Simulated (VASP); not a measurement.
The system is ScPd.

```
Sc Pd
1.0
     3.31603    0.00000    0.00000
     0.00000    3.31603    0.00000
     0.00000    0.00000    3.31603
Sc Pd
1 1
Direct
  0.50000 0.50000 0.50000
  0.00000 0.00000 0.00000
```

- Program: VASP 6.6.1
- Task: relaxation of cell and atoms
- Functional: LDA
- Potentials or basis: VASP PAW LDA potentials, release 64 (Sc_sv, Pd)
- Cutoff: 600 eV
- k mesh: 12 × 12 × 12
- Occupations: gaussian, width 0.1 eV
- Spin: no spin polarisation

At the start: pressure -8.5 GPa; volume 18.23 Å³/atom.

Question: How do energy, volume and symmetry change on relaxing?

Answer: Over 6 steps the energy falls by 36.6 meV/atom and the volume is 16.94 Å³/atom (-7.1 %); space group Pm-3m (No. 221, to 0.05 Å).

Step by step:
| step | energy change (eV) | largest force (eV/Å) | pressure (GPa) | volume (Å³) |
| --- | --- | --- | --- | --- |
| 1 | 0.0000 | 0.0000 | -8.51 | 36.46 |
| 2 | 0.0006 | 0.0000 | 11.00 | 31.59 |
| 3 | -0.0732 | 0.0000 | -0.15 | 33.91 |
| 4 | -0.0732 | 0.0000 | 0.06 | 33.86 |
| 5 | -0.0732 | 0.0000 | -0.06 | 33.88 |
| 6 | -0.0732 | 0.0000 | -0.03 | 33.88 |

Final structure:
```xyz
2
Lattice="3.2357 0.0000 0.0000 0.0000 3.2357 0.0000 0.0000 0.0000 3.2357" Properties=species:S:1:pos:R:3 pbc="T T T"
Sc    1.6179    1.6179    1.6179
Pd    0.0000    0.0000    0.0000
```
